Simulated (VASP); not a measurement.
Runs of VASP 6.6.1 on Na. Symmetry: Im-3m, No. 229, cubic system. The conventional cell has a = 4.235 Å, b = 4.235 Å, c = 4.235 Å, α = 90.00°, β = 90.00°, γ = 90.00°. Around Na (site symmetry m-3m) lie 8 Na at 3.67 Å. 

```csv
task,level,potentials or basis,cell,k mesh,cutoff (eV),gap on the mesh (eV),pressure (GPa),relaxed volume (Å³/atom)
relaxation of cell and atoms,LDA,"VASP PAW LDA potentials, release 64 (Na_pv)",relaxed,14 × 14 × 14,600,none,0.0,33.20
relaxation of cell and atoms,PBEsol,"VASP PAW PBE potentials, release 64 (Na_pv)",relaxed,6 × 6 × 6,600,none,0.0,36.72
relaxation of cell and atoms,PBE,"VASP PAW PBE potentials, release 64 (Na_pv)",relaxed,14 × 14 × 14,600,none,0.0,(b)
relaxation of cell and atoms,PBEsol,"VASP PAW PBE potentials, release 64 (Na_pv)",relaxed,14 × 14 × 14,480,none,0.0,36.17
single point,PBEsol,"VASP PAW PBE potentials, release 64 (Na_pv)",as given,14 × 14 × 14,520,none,(a),-
```

Alike in all rows: no spin polarisation; smearing gaussian 0.1 eV.

Task: Estimate the missing entries.

Result: (a) -0.3; (b) 36.96.

Caveats: the PAW data sets were made with another functional, which shifts forces and pressure a little (some runs); the volume moved by -13 % from the deposited cell, more than functionals usually miss (some runs).

A gap of «none» marks a metal or a gap under the smearing width.
